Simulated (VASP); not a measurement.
Here is a VASP 6.6.1 calculation.

The input INCAR:

```
SYSTEM = CS2
ALGO = Fast
EDIFF = 1E-6
EDIFFG = -0.005
ENCUT = 600
IBRION = 2
ISIF = 3
ISMEAR = 0
KPAR = 2
LASPH = .True.
LCHARG = .False.
LREAL = .False.
LWAVE = .False.
NELM = 80
NSW = 60
PREC = Accurate
SIGMA = 0.02
```

The input KPOINTS:

```
k-points
0
Gamma
  6 6 4
  0 0 0
```

POSCAR

```
CS2
1.0
    3.6457880000     -2.9943140000      0.0000000000
    3.6457880000      2.9943140000      0.0000000000
    0.0000000000      0.0000000000      9.8512570000
S C
4 2
Direct
    0.1815210000      0.8184790000      0.8868670000
    0.3184790000      0.6815210000      0.3868670000
    0.6815210000      0.3184790000      0.6131330000
    0.8184790000      0.1815210000      0.1131330000
    0.5000000000      0.5000000000      0.5000000000
    0.0000000000      0.0000000000      0.0000000000
```

Potentials or basis: VASP PAW LDA potentials, release 64 (S, C).

Command:

```bash
$ cat potpaw_LDA.64/S/POTCAR potpaw_LDA.64/C/POTCAR > POTCAR
$ mpirun -np 2 vasp_std > vasp.out
```

Predict the space group after relaxing (to 0.05 Å).

Cmce (No. 64).

What does it give for the band gap on the k mesh?

2.32 eV, indirect (least direct gap 2.33 eV).

Forces in eV/Å, atoms in the order of the input:
```
S    0.000  0.002 -0.004
S    0.000 -0.002 -0.004
S    0.000  0.002  0.004
S    0.000 -0.002  0.004
C    0.000  0.000  0.000
C    0.000  0.000  0.000
```

 A k mesh can miss the band edges.
